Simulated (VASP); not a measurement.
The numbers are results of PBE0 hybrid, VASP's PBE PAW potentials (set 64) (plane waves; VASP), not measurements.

A VASP calculation is set up with these files.

**INCAR**
```
ISMEAR = 0   # Gaussian
PRECFOCK = Fast
PREC = Accurate
LCHARG = .FALSE.
EDIFF = 1E-6   # SCF stop (eV)
SYSTEM = PbF2
ISYM = 3
LREAL = .FALSE.   # projection in real space or not
ALGO = Normal   # blocked Davidson
NELM = 100
ISIF = 2
LMAXMIX = 4   # l cut-off of mixed one-centre charges
HFRCUT = -1
LASPH = .TRUE.   # aspherical one-centre terms
LHFCALC = .TRUE.
SIGMA = 0.01
GGA = PE
AEXX = 0.25
ENCUT = 400
LWAVE = .FALSE.
```

### KPOINTS
```
Automatic mesh
0
Gamma
2 2 2
0 0 0
```

POSCAR:
```
PbF2
1
    0.0000000000     2.9307370000     2.9307370000
    2.9307370000     0.0000000000     2.9307370000
    2.9307370000     2.9307370000     0.0000000000
Pb F
1 2
Direct
  0.0000000000   0.0000000000   0.0000000000
  0.7500000000   0.7500000000   0.7500000000
  0.2500000000   0.2500000000   0.2500000000
```

POTCAR, in this order: Pb_d F (PBE.64 set). Program: vasp_std.

At this cut-off the stress carries a Pulay error, which pulls relaxed volumes low. Gaps are read on the run's mesh, which can miss a band edge. Unless said otherwise, spin-orbit coupling is left out, though it shifts the bands of the heavy elements here.

Q: Estimate the energy per atom (σ→0), pressure, band gap (on the k-mesh).

A: 
```yaml
energy per atom (σ→0): -6.340 eV/atom
band gap (on the k-mesh): 6.61 eV
pressure: -2.50 GPa
```

**OSZICAR**
```
...
DAV:  16    -0.190195581118E+02   -0.40948E-04   -0.93530E-06   108   0.293E-02    0.179E-02
DAV:  17    -0.190195797258E+02   -0.21614E-04   -0.44288E-06   112   0.188E-02    0.116E-02
DAV:  18    -0.190195909357E+02   -0.11210E-04   -0.20704E-06   100   0.123E-02    0.757E-03
DAV:  19    -0.190195966859E+02   -0.57502E-05   -0.10499E-06    92   0.851E-03    0.494E-03
DAV:  20    -0.190195996213E+02   -0.29354E-05   -0.54528E-07    80   0.588E-03    0.326E-03
DAV:  21    -0.190196011168E+02   -0.14955E-05   -0.28463E-07    68   0.410E-03    0.216E-03
DAV:  22    -0.190196018744E+02   -0.75761E-06   -0.15042E-07    68   0.297E-03
   1 F= -.19019602E+02 E0= -.19019602E+02  d E =-.995904E-20
```

The structure comes from a computed database's PbF2 entry; how it stands against other phases isn't given here. The cell was not relaxed at this level. The k-mesh is coarse (spacing up to 0.93 per Å, 2π included), so the numbers may not be converged in it. The run is one of a series of settings (KPOINTS 2×2×2 Γ-centred mesh against the base run), some of them coarse on purpose.
